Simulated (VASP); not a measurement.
# Interstitial Li in TaSi2

How easily does interstitial Li form in TaSi2? The host is relaxed first, then a supercell is run with and without the defect. The start is a cell from a database of measured crystal structures.

Calculated with VASP 6.6.1; SCAN; plane waves and PAW (Ta, Si), in the first sound run; inputs show where later runs differ.

Report form: the programs' logs are mostly left out.

The database entry behind the starting cell has ideal inner coordinates that were not refined, so it need not match the best structure at ambient conditions.

### Step 1. The host crystal

It takes space group P6_222 (No. 180, hexagonal). The conventional cell has a = 4.780 Å, b = 4.780 Å, c = 6.564 Å, α = 90.00°, β = 90.00°, γ = 120.00°. Nearest to Ta lie 10 Si at 2.59 to 2.76 Å. Si has 5 Si at 2.59 to 2.76 Å and 5 Ta at 2.59 to 2.76 Å nearest. Farther neighbours are not listed.

### Step 2. Relaxing the host crystal

First cell and atoms are relaxed at a raised cutoff, so that later runs start from this functional's own cell.

Input file INCAR:

```
SYSTEM = TaSi2
PREC = Normal
ENCUT = 350
EDIFF = 1E-05
NELM = 120
ISMEAR = 0
SIGMA = 0.05
LREAL = Auto
ALGO = Normal
METAGGA = SCAN
LASPH = .TRUE.
NBANDS = 28
LORBIT = 11
LWAVE = .FALSE.
LCHARG = .FALSE.
KPAR = 4
IBRION = 2
NSW = 40
ISIF = 3
EDIFFG = -0.03
POTIM = 0.4
```

Input file POSCAR:

```
TaSi2
1.0
    4.7800000000      0.0000000000      0.0000000000
   -2.3900000000      4.1396014301      0.0000000000
    0.0000000000      0.0000000000      6.5640000000
Ta Si
3 6
Direct
    0.0000000000      0.5000000000      0.1666666667
    0.5000000000      0.5000000000      0.8333333333
    0.5000000000      0.0000000000      0.5000000000
    0.3333000000      0.1666500000      0.1666666667
    0.1666500000      0.8333500000      0.8333333333
    0.8333500000      0.6667000000      0.5000000000
    0.6667000000      0.8333500000      0.1666666667
    0.8333500000      0.1666500000      0.8333333333
    0.1666500000      0.3333000000      0.5000000000
```

Input file KPOINTS:

```
Automatic mesh
0
Gamma
4 4 3
0 0 0
```

PAW data sets: Ta and Si (PBE family, release 64).

Command:

```console
$ mpirun -np 4 vasp_std
```

Run time: 40 s. Hardware: 4 MPI ranks of Intel Xeon 6975P-C (Granite Rapids), shared host; peak memory 0.6 GiB.

This run has no spin polarisation. Its electron count is odd, so without a moment it is a metal by construction. The k-mesh is coarse for a metal. The PAW data sets were made with PBE, which is usual practice but a small mismatch for other functionals. The data set Ta keeps the semicore shell frozen, which is cheaper and a little less accurate. The run keeps the 12 symmetry operations of its start, so it cannot find a distortion of lower symmetry.

Relaxation path:

```tsv
step	energy less that of the first step (eV)	largest force (eV/Å)	pressure (GPa)	volume (Å³)
1	0.0000	0.8122	-1.27	129.88
2	-0.1239	0.4543	0.73	128.17
3	-0.1465	0.1817	2.45	126.96
4	-0.1649	0.2269	-1.51	129.52
5	-0.1751	0.0822	-0.08	128.54
6	-0.1803	0.0018	0.37	128.40
7	-0.1807	0.0177	0.26	128.43
```

```tsv
conventional cell, symmetrised	before	after	change
a (Å)	4.780	4.761	-0.4 %
b (Å)	4.780	4.761	-0.4 %
c (Å)	6.564	6.543	-0.3 %
volume (Å³/atom)	14.43	14.27	-1.1 %
```

The atoms that moved most (Å, as changes of fractional coordinates times the final cell):

```tsv
atom	dx	dy	dz	length
Si7	0.059	0.034	0.000	0.068
Si4	-0.059	-0.034	0.000	0.068
Si5	-0.059	0.034	0.000	0.068
Si8	0.059	-0.034	0.000	0.068
Si6	0.000	0.068	0.000	0.068
Si9	0.000	-0.068	0.000	0.068
```

Final coordinates:

```
Ta Si
1.0
     4.76070    0.00000    0.00000
    -2.38035    4.12289    0.00000
     0.00000    0.00000    6.54315
Ta Si
3 6
Direct
  0.00000 0.50000 0.16667
  0.50000 0.50000 0.83333
  0.50000 0.00000 0.50000
  0.31674 0.15837 0.16667
  0.15837 0.84163 0.83333
  0.84163 0.68326 0.50000
  0.68326 0.84163 0.16667
  0.84163 0.15837 0.83333
  0.15837 0.31674 0.50000
```

This step gave:

| Property | Result |
| --- | --- |
| electronic cycles | 47 |
| electrons | 39 |
| free energy (TOTEN) | -263.6828 eV |
| energy at zero smearing | -263.6784 eV |
| Fermi energy | 9.698 eV |
| labelled metallic, from the levels on this mesh | yes |

The run ended after 7 ionic steps, 0.181 eV below its first step, once forces and stress met EDIFFG = -0.03.

### Step 3. The perfect supercell

System of this step: TaSi2. It takes space group P6_222 (No. 180, hexagonal). The conventional cell has a = 4.761 Å, b = 4.761 Å, c = 6.543 Å, α = 90.00°, β = 90.00°, γ = 120.00°. Ta has 10 Si at 2.60 to 2.82 Å nearest. Nearest to Ta lie 10 Si at 2.60 to 2.82 Å. Nearest to Si lie 5 Si at 2.54 to 2.82 Å and 5 Ta at 2.60 to 2.82 Å. Si has 5 Si at 2.54 to 2.82 Å and 5 Ta at 2.60 to 2.82 Å nearest. Farther neighbours are not listed.

The same cell, mesh and cutoff without the defect give the energy to subtract and, in a gapped host, the band edges to count from, so that most errors cancel.

Input file INCAR:

```
SYSTEM = TaSi2
PREC = Normal
ENCUT = 300
EDIFF = 1E-05
NELM = 120
ISMEAR = 1
SIGMA = 0.2
LREAL = Auto
ALGO = Normal
METAGGA = SCAN
LASPH = .TRUE.
NBANDS = 104
LORBIT = 11
LWAVE = .FALSE.
LCHARG = .FALSE.
KPAR = 4
```

Input file POSCAR:

```
TaSi2
1.0
   -7.1410466652      4.1228852144      6.5431459319
    7.1410466652     -4.1228852144      6.5431459319
    2.3803488884      4.1228852144     -6.5431459319
Ta Si
12 24
Direct
    0.3333333333      0.0833333333      0.2500000000
    0.8333333333      0.5833333333      0.2500000000
    0.8333333333      0.0833333333      0.7500000000
    0.3333333333      0.5833333333      0.7500000000
    0.6666666666      0.6666666666      0.5000000000
    0.1666666666      0.1666666666      0.5000000000
    0.1666666666      0.6666666666      0.0000000000
    0.6666666666      0.1666666666      0.0000000000
    0.2500000000      0.5000000000      0.2500000000
    0.7500000000      0.0000000000      0.2500000000
    0.7500000000      0.5000000000      0.7500000000
    0.2500000000      0.0000000000      0.7500000000
    0.1625170893      0.2417008454      0.2375512680
    0.6625170894      0.7417008454      0.2375512680
    0.6625170894      0.2417008454      0.7375512681
    0.1625170893      0.7417008454      0.7375512680
    0.8374829106      0.4958504226      0.5000000000
    0.3374829106      0.9958504226      0.5000000000
    0.3374829106      0.4958504226      0.0000000000
    0.8374829106      0.9958504226      0.0000000000
    0.5916324879      0.6708162440      0.7624487320
    0.0916324879      0.1708162440      0.7624487320
    0.0916324879      0.6708162440      0.2624487320
    0.5916324879      0.1708162440      0.2624487320
    0.5041495773      0.4249658213      0.7624487320
    0.0041495774      0.9249658213      0.7624487320
    0.0041495773      0.4249658213      0.2624487319
    0.5041495773      0.9249658213      0.2624487320
    0.4958504226      0.8374829106      0.5000000000
    0.9958504226      0.3374829106      0.5000000000
    0.9958504226      0.8374829106      0.0000000000
    0.4958504226      0.3374829106      0.0000000000
    0.4083675121      0.3291837560      0.2375512681
    0.9083675120      0.8291837560      0.2375512680
    0.9083675120      0.3291837560      0.7375512680
    0.4083675120      0.8291837560      0.7375512681
```

Input file KPOINTS:

```
Automatic mesh
0
Gamma
5 5 5
0 0 0
```

Command:

```console
$ mpirun -np 4 vasp_std
```

The job ended after 4.4 min (4 MPI ranks; peak memory 2.2 GiB; 17 min of CPU time).

This step gave:

```yaml
electronic_cycles: 14
electrons: 156
free_energy_toten: -1054.7804 eV
energy_at_zero_smearing: -1054.7808 eV
fermi_energy: 9.551 eV
```

The host is treated as a metal, as its relaxation found a gap under 0.3 eV or none, and only the neutral defect is run.

### Step 4. Reference Li

This step: SCAN; plane waves and PAW (Li) (VASP 6.6.1).

System of this step: Li. The structure is cubic, space group Im-3m (No. 229). The conventional cell has a = 3.490 Å, b = 3.490 Å, c = 3.490 Å, α = 90.00°, β = 90.00°, γ = 90.00°. Nearest to Li lie 8 Li at 3.02 Å.

The reference for Li is its crystal, relaxed at the cutoff of the large cell.

Input file INCAR:

```
SYSTEM = Li
PREC = Normal
ENCUT = 300
EDIFF = 1E-05
NELM = 120
ISMEAR = 1
SIGMA = 0.1
LREAL = Auto
ALGO = Normal
METAGGA = SCAN
LASPH = .TRUE.
NBANDS = 6
LORBIT = 11
LWAVE = .FALSE.
LCHARG = .FALSE.
KPAR = 4
IBRION = 2
NSW = 25
ISIF = 3
EDIFFG = -0.02
POTIM = 0.4
```

Input file POSCAR:

```
Li
1.0
   -1.7450000000      1.7450000000      1.7450000000
    1.7450000000     -1.7450000000      1.7450000000
    1.7450000000      1.7450000000     -1.7450000000
Li
1
Direct
    0.0000000000      0.0000000000      0.0000000000
```

Input file KPOINTS:

```
Automatic mesh
0
Gamma
11 11 11
0 0 0
```

Potentials, in the order of the species: Li (PBE family, release 64).

Command:

```console
$ mpirun -np 4 vasp_std
```

The job ended after 3.4 s (4 MPI ranks; peak memory 0.38 GiB).

The run keeps the 48 symmetry operations of its start, so it cannot find a distortion of lower symmetry.

The steps of the relaxation:

```tsv
step	energy less that of the first step (eV)	largest force (eV/Å)	pressure (GPa)	volume (Å³)
1	0.0000	0.0000	-0.26	21.25
2	-0.0001	0.0000	-0.21	21.17
3	-0.0003	0.0000	-0.09	20.92
```

```tsv
conventional cell, symmetrised	before	after	change
a (Å)	3.490	3.471	-0.5 %
b (Å)	3.490	3.471	-0.5 %
c (Å)	3.490	3.471	-0.5 %
volume (Å³/atom)	21.25	20.92	-1.6 %
```

The relaxed structure:

```
Li
1.0
    -1.73567    1.73567    1.73567
     1.73567   -1.73567    1.73567
     1.73567    1.73567   -1.73567
Li
1
Direct
  0.00000 0.00000 0.00000
```

Numbers from this step:

| Quantity | Value |
| --- | --- |
| electronic cycles | 16 |
| electrons | 1 |
| free energy (TOTEN) | -2.344 eV |
| energy at zero smearing | -2.344 eV |
| Fermi energy | 0.3817 eV |

The run ended after 3 ionic steps, 0.000 eV below its first step, once forces and stress met EDIFFG = -0.02.

Energy at zero smearing: -2.34354 eV.

### Step 5. Reference Si

This step: SCAN; plane waves and PAW (Si) (VASP 6.6.1).

System of this step: Si. The structure is cubic, space group Fd-3m (No. 227). The conventional cell has a = 5.430 Å, b = 5.430 Å, c = 5.430 Å, α = 90.00°, β = 90.00°, γ = 90.00°. Nearest to Si lie 4 Si at 2.35 Å.

Si is not exchanged here; its energy serves the host's formation enthalpy.

Edit INCAR of step 4 so:

```diff
@@ -1,2 +1,2 @@
-SYSTEM = Li
+SYSTEM = Si
 PREC = Normal
@@ -5,3 +5,3 @@
 NELM = 120
-ISMEAR = 1
+ISMEAR = 0
 SIGMA = 0.1
@@ -11,3 +11,3 @@
 LASPH = .TRUE.
-NBANDS = 6
+NBANDS = 10
 LORBIT = 11
```

Input file POSCAR:

```
Si
1.0
    0.0000000000      2.7150000000      2.7150000000
    2.7150000000      0.0000000000      2.7150000000
    2.7150000000      2.7150000000      0.0000000000
Si
2
Direct
    0.0000000000      0.0000000000      0.0000000000
    0.2500000000      0.2500000000      0.2500000000
```

Input file KPOINTS:

```
Automatic mesh
0
Gamma
9 9 9
0 0 0
```

The projector-augmented-wave data sets are Si (PBE family, release 64).

Command:

```console
$ mpirun -np 4 vasp_std
```

Wall time 3.2 s (4 MPI ranks); peak memory 0.41 GiB.

The gap is read on the k-mesh alone, so it is an upper bound where the band edges lie off the mesh.

The steps of the relaxation:

```tsv
step	energy less that of the first step (eV)	largest force (eV/Å)	pressure (GPa)	volume (Å³)
1	0.0000	0.0000	-0.39	40.03
2	-0.0002	0.0000	0.14	39.80
```

```tsv
conventional cell, symmetrised	before	after	change
a (Å)	5.430	5.420	-0.2 %
b (Å)	5.430	5.420	-0.2 %
c (Å)	5.430	5.420	-0.2 %
volume (Å³/atom)	20.01	19.90	-0.6 %
```

Final coordinates:

```
Si
1.0
     0.00000    2.70983    2.70983
     2.70983    0.00000    2.70983
     2.70983    2.70983    0.00000
Si
2
Direct
  0.00000 0.00000 0.00000
  0.25000 0.25000 0.25000
```

Numbers from this step:

* electronic cycles: 14
* electrons: 8
* free energy (TOTEN): -20.01 eV
* Fermi energy: 6.142 eV
* labelled metallic, from the levels on this mesh: no
* gap on the k-mesh: 0.8222 eV
* least direct gap on the k-mesh: 2.856 eV

The run ended after 2 ionic steps, 0.000 eV below its first step, once forces and stress met EDIFFG = -0.02.

Energy at zero smearing: -20.00510 eV.

### Step 6. Reference Ta

This step: SCAN; plane waves and PAW (Ta) (VASP 6.6.1).

System of this step: Ta. Symmetry: Im-3m, No. 229, cubic system. The conventional cell has a = 3.310 Å, b = 3.310 Å, c = 3.310 Å, α = 90.00°, β = 90.00°, γ = 90.00°. Nearest to Ta lie 8 Ta at 2.87 Å.

Ta is not exchanged here; its energy serves the host's formation enthalpy.

Edit INCAR of step 5 so:

```diff
@@ -1,2 +1,2 @@
-SYSTEM = Si
+SYSTEM = Ta
 PREC = Normal
@@ -5,3 +5,3 @@
 NELM = 120
-ISMEAR = 0
+ISMEAR = 1
 SIGMA = 0.1
@@ -11,3 +11,3 @@
 LASPH = .TRUE.
-NBANDS = 10
+NBANDS = 8
 LORBIT = 11
```

Input file POSCAR:

```
Ta
1.0
   -1.6550000000      1.6550000000      1.6550000000
    1.6550000000     -1.6550000000      1.6550000000
    1.6550000000      1.6550000000     -1.6550000000
Ta
1
Direct
    0.0000000000      0.0000000000      0.0000000000
```

Input file KPOINTS:

```
Automatic mesh
0
Gamma
11 11 11
0 0 0
```

Potentials, in the order of the species: Ta (PBE family, release 64).

Command:

```console
$ mpirun -np 4 vasp_std
```

Elapsed: 8.6 s, on 4 MPI ranks; peak memory 0.37 GiB.

Relaxation path:

```tsv
step	energy less that of the first step (eV)	largest force (eV/Å)	pressure (GPa)	volume (Å³)
1	0.0000	0.0000	-8.03	18.13
2	0.0438	0.0000	17.87	16.29
3	-0.0177	0.0000	-0.21	17.47
4	-0.0177	0.0000	-0.01	17.45
```

```tsv
conventional cell, symmetrised	before	after	change
a (Å)	3.310	3.268	-1.3 %
b (Å)	3.310	3.268	-1.3 %
c (Å)	3.310	3.268	-1.3 %
volume (Å³/atom)	18.13	17.45	-3.7 %
```

Final coordinates:

```
Ta
1.0
    -1.63407    1.63407    1.63407
     1.63407   -1.63407    1.63407
     1.63407    1.63407   -1.63407
Ta
1
Direct
  0.00000 0.00000 0.00000
```

Numbers from this step:

| Item | Value |
| --- | --- |
| electronic cycles | 26 |
| electrons | 5 |
| free energy (TOTEN) | -66.6673 eV |
| energy at zero smearing | -66.6679 eV |
| Fermi energy | 5.757 eV |
| labelled metallic, from the levels on this mesh | yes |

The run ended after 4 ionic steps, 0.018 eV below its first step, once forces and stress met EDIFFG = -0.02.

Energy at zero smearing: -66.66792 eV.

### Step 7. Relaxing the defect

This step: SCAN; plane waves and PAW (Ta, Si, Li) (VASP 6.6.1).

System of this step: LiTa12Si24. The cell holds 37 atoms: 12 Ta, 24 Si and 1 Li. Its edges and angles: a = 10.526 Å, b = 10.526 Å, c = 8.092 Å, α = 120.2°, β = 120.2°, γ = 103.1°. It derives from TaSi2. Nearest the centre at fractional (0.583, 0.333, 0.250): Li37 at 0.00 Å, Si24 at 1.78 Å, Si33 at 1.78 Å, Si17 at 1.78 Å, Si32 at 1.78 Å, Ta12 at 2.62 Å, Ta11 at 2.62 Å, Ta5 at 2.62 Å.

The host is treated as a metal, since its gap is under 0.3 eV or closed. The run keeps 2 symmetry operations, which cuts the number of k-points but bars distortions that break them. The atoms relax at the host's fixed cell.

Input file INCAR:

```
SYSTEM = LiTa12Si24
PREC = Normal
ENCUT = 300
EDIFF = 1E-05
NELM = 120
ISMEAR = 1
SIGMA = 0.2
LREAL = Auto
ALGO = Normal
METAGGA = SCAN
LASPH = .TRUE.
NBANDS = 104
LORBIT = 11
LWAVE = .FALSE.
LCHARG = .TRUE.
KPAR = 4
IBRION = 2
NSW = 50
ISIF = 2
EDIFFG = -0.03
POTIM = 0.4
MAXMIX = 40
ISYM = 2
```

Input file POSCAR:

```
LiTa12Si24
1.0
   -7.1410466652      4.1228852144      6.5431459319
    7.1410466652     -4.1228852144      6.5431459319
    2.3803488884      4.1228852144     -6.5431459319
Ta Si Li
12 24 1
Direct
    0.3333333300      0.0833333300      0.2500000000
    0.8333333300      0.5833333300      0.2500000000
    0.8333333300      0.0833333300      0.7500000000
    0.3333333300      0.5833333300      0.7500000000
    0.6666666700      0.6666666700      0.5000000000
    0.1666666700      0.1666666700      0.5000000000
    0.1666666700      0.6666666700      0.0000000000
    0.6666666700      0.1666666700      0.0000000000
    0.2500000000      0.5000000000      0.2500000000
    0.7500000000      0.0000000000      0.2500000000
    0.7500000000      0.5000000000      0.7500000000
    0.2500000000      0.0000000000      0.7500000000
    0.1625170900      0.2417008500      0.2375512700
    0.6625170900      0.7417008500      0.2375512700
    0.6625170900      0.2417008500      0.7375512700
    0.1625170900      0.7417008500      0.7375512700
    0.8374829100      0.4958504200      0.5000000000
    0.3374829100      0.9958504200      0.5000000000
    0.3374829100      0.4958504200      0.0000000000
    0.8374829100      0.9958504200      0.0000000000
    0.5916324900      0.6708162400      0.7624487300
    0.0916324900      0.1708162400      0.7624487300
    0.0916324900      0.6708162400      0.2624487300
    0.5916324900      0.1708162400      0.2624487300
    0.5041495800      0.4249658200      0.7624487300
    0.0041495800      0.9249658200      0.7624487300
    0.0041495800      0.4249658200      0.2624487300
    0.5041495800      0.9249658200      0.2624487300
    0.4958504200      0.8374829100      0.5000000000
    0.9958504200      0.3374829100      0.5000000000
    0.9958504200      0.8374829100      0.0000000000
    0.4958504200      0.3374829100      0.0000000000
    0.4083675100      0.3291837600      0.2375512700
    0.9083675100      0.8291837600      0.2375512700
    0.9083675100      0.3291837600      0.7375512700
    0.4083675100      0.8291837600      0.7375512700
    0.5833333300      0.3333333300      0.2500000000
```

Input file KPOINTS:

```
Automatic mesh
0
Gamma
5 5 5
0 0 0
```

The projector-augmented-wave data sets are Ta, Si and Li (PBE family, release 64).

Command:

```console
$ mpirun -np 4 vasp_std
```

Wall time 37 min (4 MPI ranks); peak memory 2.9 GiB; 2.4 h of CPU time.

The run keeps the 2 symmetry operations of its start, so it cannot find a distortion of lower symmetry.

(Part 1 of 2 ends here.)

[Lines on the potential files, build, host, timing and source positions are cut from VASP's logs without a mark.]

[Logs are printed without paths, hosts, clocks, repeated set-up lines and the standing remarks that a program may print on its own settings, such as how far it seeks lower states.]

[Hosts, paths, dates, database ids (printed as entryN), source tags and the programs' standing remarks are cut or masked in the printed files.]

[In band tables of VASP the shares of atoms and orbitals are scaled to a sum of 1 inside the atoms' spheres.]

[Runs that stopped without an error message from VASP are left out.]
